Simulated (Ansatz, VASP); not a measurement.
# V (V wire along [111], 24 atoms a period) in two plane-wave programs, part 2 of 3

One calculation is typed for both programs; each brings its own data sets. How far apart do they land? Of the first pair: The structure shown is the start of the Ansatz relaxation below; VASP solves that cell, so the two are compared at the walk's first step.

VASP 6.6.1 and Ansatz 0.2.0.

So far: Starting point; Ansatz: relaxation, PBE.

## Step 3: VASP: single point, PBE, start cell, pair 1

Level of this step: PBE, no spin polarisation; plane waves and PAW (V_sv) (VASP).

The same cell, functional, mesh and smearing now go to VASP, with its own data sets.

Lines of VASP's logs that name or quote its potential files are left out, and so is its time.

File INCAR:

```
SYSTEM = V
PREC = Accurate
ENCUT = 400
EDIFF = 1E-06
NELM = 120
ISMEAR = -1
SIGMA = 0.05
LREAL = .FALSE.
ALGO = Normal
GGA = PE
NBANDS = 193
LASPH = .TRUE.
LORBIT = 11
LWAVE = .FALSE.
LCHARG = .FALSE.
ISIF = 2
GGA_COMPAT = .FALSE.
KPAR = 4
```

File POSCAR:

```
V
1.0
   17.3710000000      0.0000000000      0.0000000000
    0.0000000000     17.7860000000      0.0000000000
    0.0000000000      0.0000000000      2.5894160000
V
24
Direct
    0.1957214323      0.4656847521      1.0000000000
    0.3174328478      0.6715762960      1.0000000000
    0.4391442634      0.4656847521      1.0000000000
    0.5608557366      0.6715762960      1.0000000000
    0.1957214323      0.6029458001      0.3333332689
    0.3174328478      0.3970541999      0.3333332689
    0.4391442634      0.1911626560      0.3333332689
    0.4391442634      0.6029458001      0.3333332689
    0.5608557366      0.3970541999      0.3333332689
    0.5608557366      0.8088373440      0.3333332689
    0.6825671522      0.6029458001      0.3333332689
    0.8042785677      0.3970541999      0.3333332689
    0.1957214323      0.3284237040      0.6666665379
    0.3174328478      0.5343152479      0.6666665379
    0.4391442634      0.3284237040      0.6666665379
    0.4391442634      0.7402067919      0.6666665379
    0.5608557366      0.5343152479      0.6666665379
    0.6825671522      0.3284237040      0.6666665379
    0.6825671522      0.7402067919      0.6666665379
    0.8042785677      0.5343152479      0.6666665379
    0.3174328478      0.2597932081      1.0000000000
    0.5608557366      0.2597932081      1.0000000000
    0.6825671522      0.4656847521      1.0000000000
    0.8042785677      0.6715762960      1.0000000000
```

File KPOINTS:

```
Automatic mesh
0
Gamma
1 1 31
0 0 0
```

The projector-augmented-wave data sets are V_sv (PBE family, release 64).

Started as:

```console
$ mpirun -np 4 vasp_std
```

Numbers of over 12 decimals in the logs are rounded to 6 here.

The log of the run:

```text
[banner, memory and clock lines left out]
running    4 mpi-ranks, on    1 nodes
 distrk:  each k-point on    1 cores,    4 groups
 distr:  one band on    1 cores,    1 groups

 POSCAR found type information on POSCAR V
 POSCAR found :  1 types and      24 ions
|                                                                             |
|               ----> ADVICE to this user running VASP <----                  |
|                                                                             |
|     You have a (more or less) 'large supercell' and for larger cells it     |
|     might be more efficient to use real-space projection operators.         |
|     Therefore, try LREAL= Auto in the INCAR file.                           |
|     Mind: For very accurate calculation, you might also keep the            |
|     reciprocal projection scheme (i.e. LREAL=.FALSE.).                      |
|                                                                             |

 LDA part: xc-table for (Slater+PW92), standard interpolation
 POSCAR, INCAR and KPOINTS ok, starting setup
 FFT: planning ... GRIDC
 FFT: planning ... GRID_SOFT
 FFT: planning ... GRID
 WAVECAR not read
 entering main loop
       N       E                     dE             d eps       ncg     rms          rms(c)
DAV:   1     0.398139628136E+04    0.39814E+04   -0.18217E+05  8016   0.133E+03
DAV:   2    -0.289500757377E+02   -0.40103E+04   -0.39245E+04  6223   0.505E+02
DAV:   3    -0.236781084332E+03   -0.20783E+03   -0.20048E+03  8775   0.118E+02
DAV:   4    -0.246740592839E+03   -0.99595E+01   -0.96329E+01  8176   0.199E+01
DAV:   5    -0.247028928811E+03   -0.28834E+00   -0.28365E+00  7960   0.322E+00    0.824E+01
DAV:   6    -0.453191024722E+03   -0.20616E+03   -0.17799E+03  8808   0.944E+01    0.116E+02
DAV:   7    -0.267304225684E+03    0.18589E+03   -0.23957E+03  8917   0.852E+01    0.770E+01
DAV:   8    -0.269285682461E+03   -0.19815E+01   -0.96506E+02  8743   0.738E+01    0.711E+01
DAV:   9    -0.213820576434E+03    0.55465E+02   -0.33699E+02  8832   0.417E+01    0.373E+01
DAV:  10    -0.205270418955E+03    0.85502E+01   -0.89669E+01  8352   0.205E+01    0.250E+01
DAV:  11    -0.202899085129E+03    0.23713E+01   -0.14093E+01  8280   0.110E+01    0.201E+01
DAV:  12    -0.201695201464E+03    0.12039E+01   -0.24685E+00  8248   0.644E+00    0.169E+01
DAV:  13    -0.201096793575E+03    0.59841E+00   -0.16957E+00  8168   0.601E+00    0.148E+01
DAV:  14    -0.199957722744E+03    0.11391E+01   -0.20033E+00  7936   0.618E+00    0.104E+01
[...]
DAV:  30    -0.198620591375E+03   -0.19557E-03   -0.27279E-05  6376   0.148E-02    0.140E-02
DAV:  31    -0.198620829507E+03   -0.23813E-03   -0.28361E-05  5176   0.148E-02    0.160E-02
DAV:  32    -0.198620901730E+03   -0.72223E-04   -0.10789E-05  5592   0.969E-03    0.766E-03
DAV:  33    -0.198620943971E+03   -0.42241E-04   -0.92144E-06  5272   0.958E-03    0.568E-03
DAV:  34    -0.198620958141E+03   -0.14170E-04   -0.19553E-06  4448   0.379E-03    0.186E-03
DAV:  35    -0.198620964055E+03   -0.59142E-05   -0.65649E-07  4048   0.207E-03    0.154E-03
DAV:  36    -0.198620965327E+03   -0.12711E-05   -0.14890E-07  3720   0.112E-03    0.764E-04
DAV:  37    -0.198620966130E+03   -0.80372E-06   -0.11654E-07  3696   0.695E-04
   1 F= -.19862097E+03 E0= -.19844183E+03  d E =-.358281E+00
```

Parts of OUTCAR (step 3):

```text
ion  position               nearest neighbor table
   1  0.196  0.466  0.000-  14 2.59   6 2.59   5 2.59  13 2.59
   2  0.317  0.672  0.000-   5 2.59   8 2.59  16 2.59  14 2.59
   3  0.439  0.466  0.000-  14 2.59   6 2.59   8 2.59  15 2.59  17 2.59   9 2.59
   4  0.561  0.672  0.000-  11 2.59  19 2.59  10 2.59  17 2.59   8 2.59  16 2.59
   5  0.196  0.603  0.333-   2 2.59  14 2.59   1 2.59
   6  0.317  0.397  0.333-  21 2.59  13 2.59  15 2.59   1 2.59   3 2.59  14 2.59
   7  0.439  0.191  0.333-  21 2.59  15 2.59  22 2.59
   8  0.439  0.603  0.333-  16 2.59   2 2.59  14 2.59   3 2.59   4 2.59  17 2.59
   9  0.561  0.397  0.333-  22 2.59  18 2.59  23 2.59  17 2.59  15 2.59   3 2.59
  10  0.561  0.809  0.333-  19 2.59   4 2.59  16 2.59
  11  0.683  0.603  0.333-  19 2.59  24 2.59   4 2.59  20 2.59  17 2.59  23 2.59
  12  0.804  0.397  0.333-  18 2.59  23 2.59  20 2.59
  13  0.196  0.328  0.667-   6 2.59  21 2.59   1 2.59
  14  0.317  0.534  0.667-   1 2.59   3 2.59   5 2.59   8 2.59   6 2.59   2 2.59
  15  0.439  0.328  0.667-   6 2.59  21 2.59   7 2.59   3 2.59   9 2.59  22 2.59
  16  0.439  0.740  0.667-   8 2.59   2 2.59   4 2.59  10 2.59
  17  0.561  0.534  0.667-  23 2.59  11 2.59   9 2.59   4 2.59   3 2.59   8 2.59
  18  0.683  0.328  0.667-  12 2.59   9 2.59  22 2.59  23 2.59
  19  0.683  0.740  0.667-  11 2.59  24 2.59   4 2.59  10 2.59
  20  0.804  0.534  0.667-  23 2.59  11 2.59  12 2.59  24 2.59
  21  0.317  0.260  0.000-   6 2.59  13 2.59  15 2.59   7 2.59
  22  0.561  0.260  0.000-   9 2.59  18 2.59  15 2.59   7 2.59
  23  0.683  0.466  0.000-  20 2.59  17 2.59  12 2.59   9 2.59  11 2.59  18 2.59
  24  0.804  0.672  0.000-  11 2.59  19 2.59  20 2.59

  LATTYP: Found a simple orthorhombic cell.
 ALAT       =     2.5894160000
 B/A-ratio  =     6.7084624487
 C/A-ratio  =     6.8687302465

 Subroutine GETGRP returns: Found  2 space group operations
 (whereof  1 operations were pure point group operations)

The static configuration has the point symmetry C_1 .
 The point group associated with its full space group is S_2 .

 Found     16 irreducible k-points:

   k-points           NKPTS =     16   k-points in BZ     NKDIM =     16   number of bands    NBANDS=    193

   dimension x,y,z NGX =   120 NGY =  120 NGZ =   18
   dimension x,y,z NGXF=   240 NGYF=  240 NGZF=   36

   ENCUT  =  400.0 eV  29.40 Ry    5.42 a.u.  28.33 29.00  4.22*2*pi/ulx,y,z

   NELECT =     312.0000    total number of electrons

 k-points in reciprocal lattice and weights: Automatic mesh
   0.00000000  0.00000000  0.00000000       0.032
   0.00000000  0.00000000  0.03225806       0.065
   0.00000000  0.00000000  0.06451613       0.065
   0.00000000  0.00000000  0.09677419       0.065
   0.00000000  0.00000000  0.12903226       0.065
   0.00000000  0.00000000  0.16129032       0.065
   0.00000000  0.00000000  0.19354839       0.065
   0.00000000  0.00000000  0.22580645       0.065
   0.00000000  0.00000000  0.25806452       0.065
[...]
0.00000000  0.00000000  0.45161290       0.065
   0.00000000  0.00000000  0.48387097       0.065

 average (electrostatic) potential at core
       1 -78.4514       2 -78.3839       3 -78.1879       4 -78.2330       5 -78.4511
       6 -78.2478       7 -78.4511       8 -78.1803       9 -78.1803      10 -78.4511
      11 -78.2478      12 -78.4511      13 -78.4760      14 -78.2339      15 -78.2330
      16 -78.3846      17 -78.1879      18 -78.3839      19 -78.4489      20 -78.4514
      21 -78.4489      22 -78.3846      23 -78.2339      24 -78.4760

 E-fermi :   1.7208

 k-point     1 :       0.0000    0.0000    0.0000
  band No.  band energies     occupation
    ...
    155       1.6046      1.82169
    156       1.6406      1.66546
    157       1.6570      1.56349
    158       1.6769      1.41266
    159       1.7630      0.60130
    160       1.7855      0.43034
    161       1.8212      0.23690
    162       1.9314      0.02919
    163       1.9371      0.02610
    164       1.9577      0.01737
    ...

 k-point     2 :       0.0000    0.0000    0.0323
  band No.  band energies     occupation
    ...
    155       1.6016      1.83126
    156       1.6522      1.59520
    157       1.6563      1.56813
    158       1.6675      1.48811
    159       1.7550      0.67126
    160       1.7771      0.48999
    161       1.8197      0.24293
    162       1.8803      0.07915
    163       1.9361      0.02663
    164       1.9561      0.01792
    ...

 k-point     3 :       0.0000    0.0000    0.0645
  band No.  band energies     occupation
    ...
    157       1.6628      1.52247
    158       1.7020      1.18613
    159       1.7310      0.89832
    160       1.7521      0.69732
    161       1.7639      0.59422
    162       1.8101      0.28735
    163       1.9223      0.03496
    164       1.9441      0.02275
    165       1.9633      0.01555
    166       2.0183      0.00520
    ...

  Total      -21.6683806    -21.1996213    -25.8770301     -0.1884973      0.3964874      0.7137306
  in kB      -43.3942416    -42.4554794    -51.8227049     -0.3774947      0.7940265      1.4293546
  external PRESSURE =     -45.8908087 kB  Pullay stress =       0.0000000 kB

  energy-cutoff  :      400.00
  volume of cell :      800.03
      direct lattice vectors                 reciprocal lattice vectors
    17.371000000  0.000000000  0.000000000     0.057567210  0.000000000  0.000000000
     0.000000000 17.786000000  0.000000000     0.000000000  0.056223996  0.000000000
     0.000000000  0.000000000  2.589416000     0.000000000  0.000000000  0.386187465

 POSITION                                       TOTAL-FORCE (eV/Angst)
 -----------------------------------------------------------------------------------
      3.39988      8.28267      0.00000         0.138719      0.007020      0.018770
      5.51413     11.94466      0.00000        -0.091690     -0.351243     -0.118994
      7.62837      8.28267      0.00000        -0.046912     -0.036534      0.024688
      9.74263     11.94466      0.00000         0.003561      0.504297      0.064166
      3.39988     10.72399      0.86314         1.022034     -0.595822     -0.189916
      5.51413      7.06201      0.86314        -0.433857     -0.248726      0.041808
      7.62837      3.40002      0.86314         0.000834      1.192043     -0.189553
      7.62837     10.72399      0.86314        -0.116182      0.210091      0.000638
      9.74263      7.06201      0.86314         0.116182     -0.210091     -0.000638
      9.74263     14.38598      0.86314        -0.000834     -1.192043      0.189553
     11.85687     10.72399      0.86314         0.433857      0.248726     -0.041808
     13.97112      7.06201      0.86314        -1.022034      0.595822      0.189916
      3.39988      5.84134      1.72628         1.015780      0.589090      0.201037
      5.51413      9.50333      1.72628        -0.440851      0.251623     -0.065599
      7.62837      5.84134      1.72628        -0.003561     -0.504297     -0.064166
      7.62837     13.16532      1.72628         0.355100     -0.092591      0.118261
      9.74263      9.50333      1.72628         0.046912      0.036534     -0.024688
     11.85687      5.84134      1.72628         0.091690      0.351243      0.118994
     11.85687     13.16532      1.72628        -0.083399     -0.119352     -0.018297
     13.97112      9.50333      1.72628        -0.138719     -0.007020     -0.018770
      5.51413      4.62068      0.00000         0.083399      0.119352      0.018297
      9.74263      4.62068      0.00000        -0.355100      0.092591     -0.118261
     11.85687      8.28267      0.00000         0.440851     -0.251623      0.065599
     13.97112     11.94466      0.00000        -1.015780     -0.589090     -0.201037
 -----------------------------------------------------------------------------------
    total drift:                               -0.000000     -0.000000      0.000002

  FREE ENERGIE OF THE ION-ELECTRON SYSTEM (eV)
  ---------------------------------------------------
  free  energy   TOTEN  =      -198.6209661303 eV

  energy  without entropy=     -198.2626848205  energy(sigma->0) =     -198.44182548

 total charge
# of ion       s       p       d       tot
------------------------------------------
    1        2.331   6.143   3.074  11.548
    2        2.332   6.143   3.080  11.554
    3        2.342   6.242   3.057  11.642
    4        2.339   6.232   3.075  11.646
    5        2.332   6.089   3.110  11.531
    6        2.339   6.234   3.071  11.644
    7        2.333   6.089   3.109  11.531
    8        2.341   6.234   3.073  11.648
    9        2.341   6.234   3.073  11.648
   10        2.333   6.089   3.109  11.531
   11        2.339   6.234   3.071  11.644
   12        2.332   6.089   3.110  11.531
   13        2.332   6.091   3.104  11.527
   14        2.339   6.232   3.075  11.646
   15        2.339   6.232   3.075  11.646
   16        2.332   6.143   3.080  11.554
   17        2.342   6.242   3.057  11.642
   18        2.332   6.143   3.080  11.554
   19        2.331   6.144   3.073  11.548
   20        2.331   6.143   3.074  11.548
   21        2.331   6.144   3.073  11.548
   22        2.332   6.143   3.080  11.554
   23        2.339   6.232   3.075  11.646
   24        2.332   6.091   3.104  11.527
--------------------------------------------------
tot         56.045 148.033  73.962 278.039

[... 3 further parts left out ...]
```

This run has no spin polarisation, so a moment on V, if there is one, isn't seen.

## Step 4: Side by side

Known differences besides the potentials themselves: the cutoff is 420 eV in Ansatz and 400 eV in VASP. Total energies have different zeros and are not compared.

Forces on 7 of the 24 atoms, those with the largest forces and the largest differences (eV/Å; atoms numbered as in POSCAR):

| atom | Ansatz x, y, z | VASP x, y, z |
| --- | --- | --- |
| V5 | 1.038, -0.606, -0.193 | 1.022, -0.596, -0.190 |
| V7 | 0.000, 1.210, -0.192 | 0.001, 1.192, -0.190 |
| V10 | 0.000, -1.210, 0.192 | -0.001, -1.192, 0.190 |
| V12 | -1.038, 0.606, 0.193 | -1.022, 0.596, 0.190 |
| V13 | 1.032, 0.597, 0.204 | 1.016, 0.589, 0.201 |
| V23 | 0.443, -0.253, 0.065 | 0.441, -0.252, 0.066 |
| V24 | -1.032, -0.597, -0.204 | -1.016, -0.589, -0.201 |

The forces differ by 7.0 meV/Å r.m.s., which is 1.8 % of the r.m.s. force of 0.390 eV/Å (both taken over all components).

(Continued in part 3 of 3.)

[Lines on the potential files, build, host, timing and source positions are cut from VASP's logs without a mark.]

[Logs are printed without paths, hosts, clocks, repeated set-up lines and the standing remarks that a program may print on its own settings, such as how far it seeks lower states.]

[Hosts, paths, dates, database ids (printed as entryN), source tags and the programs' standing remarks are cut or masked in the printed files.]
